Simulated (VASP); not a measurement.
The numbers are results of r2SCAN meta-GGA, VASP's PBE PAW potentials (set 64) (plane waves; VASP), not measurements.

VASP input:

**KPOINTS_OPT**
```
k-points along high-symmetry lines
6
Line-mode
Reciprocal
  0.000000   0.000000   0.000000 ! GAMMA
  0.000000   0.500000   0.000000 ! M

  0.000000   0.500000   0.000000 ! M
 -0.333333   0.666667   0.000000 ! K

 -0.333333   0.666667   0.000000 ! K
  0.000000   0.000000   0.000000 ! GAMMA

  0.000000   0.000000   0.000000 ! GAMMA
  0.000000   0.000000   0.500000 ! A

  0.000000   0.000000   0.500000 ! A
  0.000000   0.500000   0.500000 ! L

  0.000000   0.500000   0.500000 ! L
 -0.333333   0.666667   0.500000 ! H

 -0.333333   0.666667   0.500000 ! H
  0.000000   0.000000   0.500000 ! A

  0.000000   0.500000   0.500000 ! L
  0.000000   0.500000   0.000000 ! M

 -0.333333   0.666667   0.500000 ! H
 -0.333333   0.666667   0.000000 ! K
```

INCAR:
```
SYSTEM = ZnS
ENCUT = 520   # plane-wave cut-off (eV)
PREC = Accurate
LCHARG = .FALSE.
ISMEAR = -5   # tetrahedra, Bloechl
LMIXTAU = .TRUE.
EDIFF = 1E-7
LEFG = .TRUE.
LORBIT = 11   # lm-projected
NELM = 100   # most electronic steps
LWAVE = .FALSE.
ISIF = 2
LMAXMIX = 4
METAGGA = R2SCAN
ALGO = Normal   # blocked Davidson
NEDOS = 601   # DOS grid
LREAL = .FALSE.   # projection in real space or not
LASPH = .TRUE.   # aspherical one-centre terms
```

### KPOINTS
```
Automatic mesh
0
Gamma
8 8 4
0 0 0
```

**POSCAR**
```
ZnS
1
    1.9046222633    -3.2989024872     0.0000000000
    1.9046222633     3.2989024872     0.0000000000
    0.0000000000     0.0000000000     6.2415193928
Zn S
2 2
Direct
  0.6666670000   0.3333330000   0.5001992388
  0.3333330000   0.6666670000   0.0001992388
  0.6666670000   0.3333330000   0.8748007612
  0.3333330000   0.6666670000   0.3748007612
```

POTCAR, in this order: Zn S (PBE.64 set). Program: vasp_std.

**Question.** What will the output report for the number of irreducible k-points (NKPTS), largest plane-wave count, number of space-group operations, FFT grid (NGX, NGY, NGZ)?

**Answer.** 
```
Property                                      Result
--------------------------------------  ------------
number of irreducible k-points (NKPTS)            30
largest plane-wave count                        2138
number of space-group operations                  12
FFT grid (NGX, NGY, NGZ)                28 × 28 × 48
```

The compound is ZnS in the wurtzite structure, the high-temperature form. It was relaxed first.
